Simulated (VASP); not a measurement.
# Sb (Antimony): convergence with the smearing and SCF solver, part 3 of 3

How sensitive are energy, pressure and forces of Sb (Antimony) to the smearing and SCF solver? The series runs use PBEsol. The start is a cell from a database of measured crystal structures.

VASP 6.6.1; PBEsol; plane waves and PAW (Sb).

Still holding for the runs below: The k-mesh is coarse for a metal.

So far. Step 12 (Smearing: ISMEAR = -5): Against the first of the series the energy at zero width moves by +3.13 meV an atom and the pressure by +0.13 GPa, after 10 cycles in 6.8 s. Step 14 (SCF solver: ALGO = Normal): The series starts at -4.5645 eV an atom and 0.26 GPa, after 10 cycles in 6.4 s.

### Step 15. SCF solver: ALGO = Fast

INCAR

```
SYSTEM = Sb
PREC = Accurate
ENCUT = 400
EDIFF = 1E-06
NELM = 100
ISMEAR = -1
SIGMA = 0.05
LREAL = .FALSE.
ALGO = Fast
GGA = PS
NBANDS = 11
LORBIT = 11
LWAVE = .FALSE.
LCHARG = .FALSE.
KPAR = 2
ISIF = 2
```

POSCAR

```
Sb
1.0
    2.1542000000      1.2437279499      3.7580000000
   -2.1542000000      1.2437279499      3.7580000000
    0.0000000000     -2.4874558998      3.7580000000
Sb
2
Direct
    0.2334900000      0.2334900000      0.2334900000
    0.7665100000      0.7665100000      0.7665100000
```

KPOINTS

```
Automatic mesh
0
Gamma
6 6 6
0 0 0
```

PAW data sets: Sb (PBE family, release 64).

On the command line:

```console
$ mpirun -np 2 vasp_std
```

The program printed:

```text
[... set-up lines as in an earlier step ...]
 entering main loop
       N       E                     dE             d eps       ncg     rms          rms(c)
[... 5 cycles as in an earlier step ...]
RMM:   6    -0.913663077087E+01    0.10748E-01   -0.17690E-03   711   0.289E-01    0.175E+00
RMM:   7    -0.913019609296E+01    0.64347E-02   -0.59210E-03   745   0.524E-01    0.536E-02
RMM:   8    -0.913028357073E+01   -0.87478E-04   -0.55208E-04   787   0.202E-01    0.177E-02
RMM:   9    -0.913030173028E+01   -0.18160E-04   -0.12416E-04   820   0.939E-02    0.815E-03
RMM:  10    -0.913030319829E+01   -0.14680E-05   -0.22253E-05   832   0.411E-02    0.335E-03
RMM:  11    -0.913030402032E+01   -0.82203E-06   -0.59191E-06   646   0.205E-02
   1 F= -.91303040E+01 E0= -.91289416E+01  d E =-.272482E-02
```

Wall time 7.4 s (2 MPI ranks of AMD EPYC 7R43, shared host); peak memory 0.26 GiB; 14 s of CPU time.

OUTCAR, selected parts (step 15):

```text
  Total        0.1368241      0.1368241      0.0098933      0.0000000      0.0000000      0.0000000
  in kB        3.6287216      3.6287216      0.2623800      0.0000000      0.0000000      0.0000000
  external PRESSURE =       2.5066077 kB  Pullay stress =       0.0000000 kB

 POSITION                                       TOTAL-FORCE (eV/Angst)
 -----------------------------------------------------------------------------------
      0.00000      0.00000      2.63237         0.000000     -0.000000      0.072523
      0.00000      0.00000      8.64163         0.000000      0.000000     -0.072523
 -----------------------------------------------------------------------------------
    total drift:                                0.000000      0.000000     -0.000000

  FREE ENERGIE OF THE ION-ELECTRON SYSTEM (eV)
  ---------------------------------------------------
  free  energy   TOTEN  =        -9.1303040203 eV

  energy  without entropy=       -9.1275791991  energy(sigma->0) =       -9.12894161

[... 2 parts as in an earlier step ...]

[... 1 further part left out ...]
[key lines of the parts left out:]
E-fermi :   7.1690
```

Against the first of the series the energy stays within 0.01 meV an atom; the pressure moves by -0.01 GPa, after 11 cycles in 7.4 s.

### Step 16. SCF solver: ALGO = VeryFast

Changes to INCAR since step 15:

```diff
@@ -8,3 +8,3 @@
 LREAL = .FALSE.
-ALGO = Fast
+ALGO = VeryFast
 GGA = PS
```

POSCAR is that of step 15.

KPOINTS is that of step 15.

On the command line:

```console
$ mpirun -np 2 vasp_std
```

The program printed:

```text
[... set-up lines as in an earlier step ...]
 entering main loop
       N       E                     dE             d eps       ncg     rms          rms(c)
RMM:   1     0.368961521481E+02    0.36896E+02   -0.17164E+03   352   0.438E+02
RMM:   2    -0.370594035815E+00   -0.37267E+02   -0.34579E+02   352   0.954E+01
RMM:   3    -0.740379479716E+01   -0.70332E+01   -0.58986E+01   352   0.321E+01
RMM:   4    -0.880022660641E+01   -0.13964E+01   -0.92599E+00   352   0.161E+01
[...]
RMM:  15    -0.913029075191E+01   -0.53087E-04   -0.26340E-04   825   0.144E-01    0.183E-02
RMM:  16    -0.913030336576E+01   -0.12614E-04   -0.50668E-05   837   0.623E-02    0.520E-03
RMM:  17    -0.913030371479E+01   -0.34904E-06   -0.75631E-06   854   0.253E-02
   1 F= -.91303037E+01 E0= -.91289413E+01  d E =-.272475E-02
```

Elapsed: 9.4 s, on 2 MPI ranks; peak memory 0.26 GiB.

From OUTCAR (step 16):

```text
  Total        0.1398106      0.1398106      0.0120681     -0.0000000      0.0000000      0.0000000
  in kB        3.7079278      3.7079278      0.3200581     -0.0000000      0.0000000      0.0000000
  external PRESSURE =       2.5786379 kB  Pullay stress =       0.0000000 kB

 POSITION                                       TOTAL-FORCE (eV/Angst)
 -----------------------------------------------------------------------------------
      0.00000      0.00000      2.63237         0.000000     -0.000000      0.072517
      0.00000      0.00000      8.64163         0.000000      0.000000     -0.072517
 -----------------------------------------------------------------------------------
    total drift:                                0.000000      0.000000     -0.000000

  FREE ENERGIE OF THE ION-ELECTRON SYSTEM (eV)
  ---------------------------------------------------
  free  energy   TOTEN  =        -9.1303037148 eV

  energy  without entropy=       -9.1275789691  energy(sigma->0) =       -9.12894134

[... 2 parts as in an earlier step ...]

[... 1 further part left out ...]
[key lines of the parts left out:]
E-fermi :   7.1688
```

Against the first of the series the energy stays within 0.01 meV an atom and the pressure within 0.01 GPa, after 17 cycles in 9.4 s.

### Step 17. SCF solver: ALGO = All

Changes to INCAR since step 16:

```diff
@@ -8,3 +8,3 @@
 LREAL = .FALSE.
-ALGO = VeryFast
+ALGO = All
 GGA = PS
```

POSCAR is that of step 16.

KPOINTS is that of step 16.

On the command line:

```console
$ mpirun -np 2 vasp_std
```

The program printed:

```text
[... set-up lines as in an earlier step ...]
 entering main loop
       N       E                     dE             d eps       ncg     rms           ort
DAV:   1     0.279550715834E+02    0.27955E+02   -0.33219E+03   352   0.621E+02
DAV:   2    -0.768896315641E+01   -0.35644E+02   -0.34849E+02   352   0.103E+02
DAV:   3    -0.913654215167E+01   -0.14476E+01   -0.14423E+01   352   0.229E+01
DAV:   4    -0.914724790969E+01   -0.10706E-01   -0.10704E-01   352   0.246E+00
DAV:   5    -0.914737863562E+01   -0.13073E-03   -0.13072E-03   352   0.289E-01
SDA:   6    -0.912839999965E+01    0.18979E-01   -0.13072E-03   352   0.366E-02   0.000E+00
 gam= 0.000 g(H,U,f)=  0.314E-02 0.509E-03 0.799E-05 ort(H,U,f) = 0.000E+00 0.000E+00 0.000E+00
 gam= 0.000 trial= 0.400  step=  0.8911 mean=  0.4000
CGA:   7    -0.913004373128E+01   -0.16437E-02   -0.16317E-02   352   0.486E-03   0.494E-04
 gam= 0.133 g(H,U,f)=  0.397E-03 0.889E-04 0.340E-06 ort(H,U,f) =-0.151E-03 0.199E-03 0.137E-05
 gam= 0.133 trial= 0.449  step=  0.8817 mean=  0.4491
CGA:   8    -0.913026255865E+01   -0.21883E-03   -0.21730E-03   352   0.805E-04   0.702E-05
 gam= 0.165 g(H,U,f)=  0.664E-04 0.139E-04 0.134E-06 ort(H,U,f) =-0.382E-04 0.449E-04 0.314E-06
 gam= 0.165 trial= 0.492  step=  0.8928 mean=  0.4924
CGA:   9    -0.913029903816E+01   -0.36480E-04   -0.36436E-04   352   0.110E-04   0.221E-06
 gam= 0.137 g(H,U,f)=  0.976E-05 0.123E-05 0.616E-08 ort(H,U,f) =-0.614E-05 0.632E-05 0.394E-07
 gam= 0.137 trial= 0.532  step=  0.8468 mean=  0.5324
CGA:  10    -0.913030367874E+01   -0.46406E-05   -0.46672E-05   352   0.116E-05  -0.170E-06
 gam= 0.106 g(H,U,f)=  0.109E-05 0.791E-07 0.188E-09 ort(H,U,f) =-0.647E-06 0.475E-06 0.192E-08
 gam= 0.106 trial= 0.564  step=  0.7672 mean=  0.5639
CGA:  11    -0.913030412118E+01   -0.44244E-06   -0.43982E-06   352   0.151E-06   0.302E-07
 gam= 0.129 g(H,U,f)=  0.137E-06 0.133E-07 0.250E-10 ort(H,U,f) =-0.158E-07 0.459E-07 0.109E-09
 gam= 0.129 trial= 0.584  step=  0.5662 mean=  0.5842
 final diagonalization occupied
   1 F= -.91303041E+01 E0= -.91289418E+01  d E =-.272469E-02
```

Elapsed: 7.2 s, on 2 MPI ranks; peak memory 0.27 GiB; 13 s of CPU time.

Parts of OUTCAR (step 17):

```text
  Total        0.1378703      0.1378703      0.0107259     -0.0000000      0.0000000      0.0000000
  in kB        3.6564699      3.6564699      0.2844629     -0.0000000      0.0000000      0.0000000
  external PRESSURE =       2.5324676 kB  Pullay stress =       0.0000000 kB

 POSITION                                       TOTAL-FORCE (eV/Angst)
 -----------------------------------------------------------------------------------
      0.00000      0.00000      2.63237         0.000000      0.000000      0.072169
      0.00000      0.00000      8.64163         0.000000     -0.000000     -0.072169
 -----------------------------------------------------------------------------------
    total drift:                                0.000000      0.000000     -0.000000

  FREE ENERGIE OF THE ION-ELECTRON SYSTEM (eV)
  ---------------------------------------------------
  free  energy   TOTEN  =        -9.1303041212 eV

  energy  without entropy=       -9.1275794319  energy(sigma->0) =       -9.12894178

[... 2 parts as in an earlier step ...]

[... 1 further part left out ...]
[key lines of the parts left out:]
E-fermi :   7.1689
```

Against the first of the series the energy stays within 0.01 meV an atom and the pressure within 0.01 GPa, after 11 cycles in 7.2 s.

### Step 18. SCF solver: ALGO = Damped

Changes to INCAR since step 17:

```diff
@@ -8,3 +8,3 @@
 LREAL = .FALSE.
-ALGO = All
+ALGO = Damped
 GGA = PS
```

POSCAR is that of step 17.

KPOINTS is that of step 17.

On the command line:

```console
$ mpirun -np 2 vasp_std
```

The program printed:

```text
[... set-up lines as in an earlier step ...]
 entering main loop
       N       E                     dE             d eps       ncg     rms           ort
DAV:   1     0.492005771814E+02    0.49201E+02   -0.30174E+03   352   0.621E+02
DAV:   2     0.819031982877E+00   -0.48382E+02   -0.46255E+02   352   0.132E+02
DAV:   3    -0.722608360510E+01   -0.80451E+01   -0.77189E+01   352   0.609E+01
DAV:   4    -0.873126331394E+01   -0.15052E+01   -0.14468E+01   352   0.258E+01
[...]
DMP:  17    -0.913030171576E+01   -0.46363E-05   -0.20690E-05   352   0.403E-05   0.299E-05
DMP:  18    -0.913030282059E+01   -0.11048E-05   -0.85555E-06   352   0.200E-05   0.357E-06
DMP:  19    -0.913030336929E+01   -0.54869E-06   -0.50919E-06   352   0.105E-05   0.591E-06
 final diagonalization occupied
   1 F= -.91303034E+01 E0= -.91289409E+01  d E =-.272489E-02
```

Elapsed: 9.4 s, on 2 MPI ranks; peak memory 0.28 GiB; 18 s of CPU time.

OUTCAR, selected parts (step 18):

```text
  Total        0.1380378      0.1380378      0.0109072      0.0000000     -0.0000000      0.0000000
  in kB        3.6609106      3.6609106      0.2892714      0.0000000     -0.0000000      0.0000000
  external PRESSURE =       2.5370309 kB  Pullay stress =       0.0000000 kB

 POSITION                                       TOTAL-FORCE (eV/Angst)
 -----------------------------------------------------------------------------------
      0.00000      0.00000      2.63237         0.000000      0.000000      0.072319
      0.00000      0.00000      8.64163         0.000000      0.000000     -0.072319
 -----------------------------------------------------------------------------------
    total drift:                                0.000000      0.000000     -0.000000

  FREE ENERGIE OF THE ION-ELECTRON SYSTEM (eV)
  ---------------------------------------------------
  free  energy   TOTEN  =        -9.1303033693 eV

  energy  without entropy=       -9.1275784816  energy(sigma->0) =       -9.12894093

[... 2 parts as in an earlier step ...]

[... 1 further part left out ...]
[key lines of the parts left out:]
E-fermi :   7.1689
```

Against the first of the series the energy stays within 0.01 meV an atom and the pressure within 0.01 GPa, after 19 cycles in 9.4 s.

### Step 19. SCF solver: AMIX = 0.1, BMIX = 0.01

Changes to INCAR since step 18:

```diff
@@ -8,3 +8,3 @@
 LREAL = .FALSE.
-ALGO = Damped
+ALGO = Normal
 GGA = PS
@@ -16 +16,3 @@
 ISIF = 2
+AMIX = 0.1
+BMIX = 0.01
```

POSCAR is that of step 18.

KPOINTS is that of step 18.

On the command line:

```console
$ mpirun -np 2 vasp_std
```

The program printed:

```text
[... set-up lines as in an earlier step ...]
 entering main loop
       N       E                     dE             d eps       ncg     rms          rms(c)
[... 5 cycles as in an earlier step ...]
DAV:   6    -0.914388586060E+01    0.34928E-02   -0.24354E-04   812   0.100E-01    0.261E+00
DAV:   7    -0.913037395133E+01    0.13512E-01   -0.13988E-02   764   0.696E-01    0.105E-01
DAV:   8    -0.913038624307E+01   -0.12292E-04   -0.28191E-04   806   0.129E-01    0.836E-02
DAV:   9    -0.913031783642E+01    0.68407E-04   -0.18762E-04   737   0.652E-02    0.462E-02
DAV:  10    -0.913030433303E+01    0.13503E-04   -0.87593E-06   797   0.205E-02    0.126E-02
DAV:  11    -0.913030391423E+01    0.41880E-06   -0.36047E-06   758   0.100E-02
   1 F= -.91303039E+01 E0= -.91289416E+01  d E =-.272461E-02
```

Run time: 7 s. Hardware: 2 MPI ranks; peak memory 0.25 GiB.

OUTCAR, selected parts (step 19):

```text
  Total        0.1399290      0.1399290      0.0126223      0.0000000      0.0000000      0.0000000
  in kB        3.7110682      3.7110682      0.3347581      0.0000000      0.0000000      0.0000000
  external PRESSURE =       2.5856315 kB  Pullay stress =       0.0000000 kB

 POSITION                                       TOTAL-FORCE (eV/Angst)
 -----------------------------------------------------------------------------------
      0.00000      0.00000      2.63237         0.000000     -0.000000      0.072409
      0.00000      0.00000      8.64163         0.000000      0.000000     -0.072409
 -----------------------------------------------------------------------------------
    total drift:                                0.000000      0.000000     -0.000000

  FREE ENERGIE OF THE ION-ELECTRON SYSTEM (eV)
  ---------------------------------------------------
  free  energy   TOTEN  =        -9.1303039142 eV

  energy  without entropy=       -9.1275793069  energy(sigma->0) =       -9.12894161

[... 2 parts as in an earlier step ...]

[... 1 further part left out ...]
[key lines of the parts left out:]
E-fermi :   7.1687
```

Against the first of the series the energy stays within 0.01 meV an atom and the pressure within 0.01 GPa, after 11 cycles in 7 s.

### Step 20. SCF solver: AMIX = 0.8

Changes to INCAR since step 19:

```diff
@@ -16,3 +16,2 @@
 ISIF = 2
-AMIX = 0.1
-BMIX = 0.01
+AMIX = 0.8
```

POSCAR is that of step 19.

KPOINTS is that of step 19.

On the command line:

```console
$ mpirun -np 2 vasp_std
```

The program printed:

```text
[... set-up lines as in an earlier step ...]
 entering main loop
       N       E                     dE             d eps       ncg     rms          rms(c)
[... 5 cycles as in an earlier step ...]
DAV:   6    -0.913113969200E+01    0.16239E-01   -0.95785E-03   797   0.587E-01    0.132E+00
DAV:   7    -0.913031605120E+01    0.82364E-03   -0.14033E-03   806   0.236E-01    0.338E-01
DAV:   8    -0.913030380459E+01    0.12247E-04   -0.13678E-04   773   0.704E-02    0.100E-02
DAV:   9    -0.913030431550E+01   -0.51091E-06   -0.47851E-06   800   0.146E-02
   1 F= -.91303043E+01 E0= -.91289419E+01  d E =-.272474E-02
```

Elapsed: 6 s, on 2 MPI ranks; peak memory 0.27 GiB; 11 s of CPU time.

OUTCAR, selected parts (step 20):

```text
  Total        0.1374515      0.1374515      0.0101808     -0.0000000      0.0000000      0.0000000
  in kB        3.6453607      3.6453607      0.2700052     -0.0000000      0.0000000      0.0000000
  external PRESSURE =       2.5202422 kB  Pullay stress =       0.0000000 kB

 POSITION                                       TOTAL-FORCE (eV/Angst)
 -----------------------------------------------------------------------------------
      0.00000      0.00000      2.63237         0.000000      0.000000      0.072452
      0.00000      0.00000      8.64163         0.000000     -0.000000     -0.072452
 -----------------------------------------------------------------------------------
    total drift:                                0.000000      0.000000     -0.000000

  FREE ENERGIE OF THE ION-ELECTRON SYSTEM (eV)
  ---------------------------------------------------
  free  energy   TOTEN  =        -9.1303043155 eV

  energy  without entropy=       -9.1275795766  energy(sigma->0) =       -9.12894195

[... 2 parts as in an earlier step ...]

[... 1 further part left out ...]
[key lines of the parts left out:]
E-fermi :   7.1691
```

Against the first of the series the energy stays within 0.01 meV an atom; the pressure moves by -0.01 GPa, after 9 cycles in 6 s.

### Step 21. SCF solver: IMIX = 1, AMIX = 0.2

Changes to INCAR since step 20:

```diff
@@ -16,2 +16,3 @@
 ISIF = 2
-AMIX = 0.8
+IMIX = 1
+AMIX = 0.2
```

POSCAR is that of step 20.

KPOINTS is that of step 20.

On the command line:

```console
$ mpirun -np 2 vasp_std
```

The program printed:

```text
[... set-up lines as in an earlier step ...]
 entering main loop
       N       E                     dE             d eps       ncg     rms          rms(c)
[... 5 cycles as in an earlier step ...]
DAV:   6    -0.914139130792E+01    0.59873E-02   -0.64208E-04   803   0.157E-01    0.232E+00
DAV:   7    -0.913753034042E+01    0.38610E-02   -0.39405E-04   806   0.120E-01    0.186E+00
DAV:   8    -0.913496447054E+01    0.25659E-02   -0.24313E-04   806   0.944E-02    0.149E+00
DAV:   9    -0.913328302200E+01    0.16814E-02   -0.15973E-04   794   0.766E-02    0.119E+00
[...]
DAV:  22    -0.913030492009E+01    0.27850E-05   -0.70194E-07   385   0.589E-03    0.649E-02
DAV:  23    -0.913030350429E+01    0.14158E-05   -0.50053E-07   364   0.498E-03    0.518E-02
DAV:  24    -0.913030287268E+01    0.63161E-06   -0.32201E-07   361   0.402E-03
   1 F= -.91303029E+01 E0= -.91289407E+01  d E =-.272427E-02
```

The job ended after 13 s (2 MPI ranks; peak memory 0.25 GiB; 25 s of CPU time).

From OUTCAR (step 21):

```text
  Total        0.1366673      0.1366673      0.0102532      0.0000000      0.0000000      0.0000000
  in kB        3.6245640      3.6245640      0.2719257      0.0000000      0.0000000      0.0000000
  external PRESSURE =       2.5070179 kB  Pullay stress =       0.0000000 kB

 POSITION                                       TOTAL-FORCE (eV/Angst)
 -----------------------------------------------------------------------------------
      0.00000      0.00000      2.63237         0.000000      0.000000      0.072090
      0.00000      0.00000      8.64163         0.000000      0.000000     -0.072090
 -----------------------------------------------------------------------------------
    total drift:                                0.000000      0.000000     -0.000000

  FREE ENERGIE OF THE ION-ELECTRON SYSTEM (eV)
  ---------------------------------------------------
  free  energy   TOTEN  =        -9.1303028727 eV

  energy  without entropy=       -9.1275786028  energy(sigma->0) =       -9.12894074

[... 2 parts as in an earlier step ...]

[... 1 further part left out ...]
[key lines of the parts left out:]
E-fermi :   7.1680
```

Against the first of the series the energy stays within 0.01 meV an atom; the pressure moves by -0.01 GPa, after 24 cycles in 13 s.

### Step 22. The SCF solver series as a table

This step: convergence of PBEsol results with the solver; plane waves and PAW (VASP 6.6.1).

This step runs nothing: it gathers the runs above.

Differences are taken from the run with ALGO = Normal. Results of the series, by row:

| setting | status | energy less the reference (meV/atom) | pressure (GPa) | largest force difference (meV/Å) | SCF cycles | wall time (s) |
| --- | --- | --- | --- | --- | --- | --- |
| ALGO = Normal | converged | 0 | 0.2573 | 0 | 10 | 6.4 |
| ALGO = Fast | converged | -1.50e-5 | 0.2507 | 0.216 | 11 | 7.4 |
| ALGO = VeryFast | converged | 1.20e-4 | 0.2579 | 0.21 | 17 | 9.4 |
| ALGO = All | converged | -1.00e-4 | 0.2532 | 0.138 | 11 | 7.2 |
| ALGO = Damped | converged | 3.25e-4 | 0.2537 | 0.012 | 19 | 9.4 |
| AMIX = 0.1, BMIX = 0.01 | converged | -1.50e-5 | 0.2586 | 0.102 | 11 | 7 |
| AMIX = 0.8 | converged | -1.85e-4 | 0.252 | 0.145 | 9 | 6 |
| IMIX = 1, AMIX = 0.2 | converged | 4.20e-4 | 0.2507 | 0.217 | 24 | 13 |

### Step 23. What came out

* spread of the pressure over the smearing: 0.186 GPa
* spread of the energy over the smearing: 3.74 meV/atom
* fewest SCF cycles: AMIX = 0.8 (9)
* most SCF cycles among converged runs: IMIX = 1, AMIX = 0.2 (24)
* spread of the pressure over the SCF solver: 0.00790 GPa
* spread of the energy over the SCF solver: 6.1e-4 meV/atom

The usual rule keeps the entropy term T·S under 1 meV an atom, which holds up to a width of 0.1 eV for Gaussian and 0.2 eV for first-order Methfessel-Paxton. That rule is made for Methfessel-Paxton; with the other schemes the zero-width estimate is the energy to use. Farthest in energy from the narrowest smearing lies ISMEAR = -5 (+3.1 meV an atom, +0.13 GPa, 8.2 meV/Å in forces). On a fixed mesh a narrow width is not the exact answer for a metal: it samples the Fermi surface more noisily. All SCF solvers that converged agree within 0.05 meV an atom. No setting beats the 6.4 s of ALGO = Normal by a fifth or more; the slowest converged run is IMIX = 1, AMIX = 0.2, at 13 s. On a shared host such times are rough.

[Lines on the potential files, build, host, timing and source positions are cut from VASP's logs without a mark.]

[Logs are printed without paths, hosts, clocks, repeated set-up lines and the standing remarks that a program may print on its own settings, such as how far it seeks lower states.]

[Hosts, paths, dates, database ids (printed as entryN), source tags and the programs' standing remarks are cut or masked in the printed files.]

[A measured line is paired with the nearest computed mode of its activity, which favours agreement.]
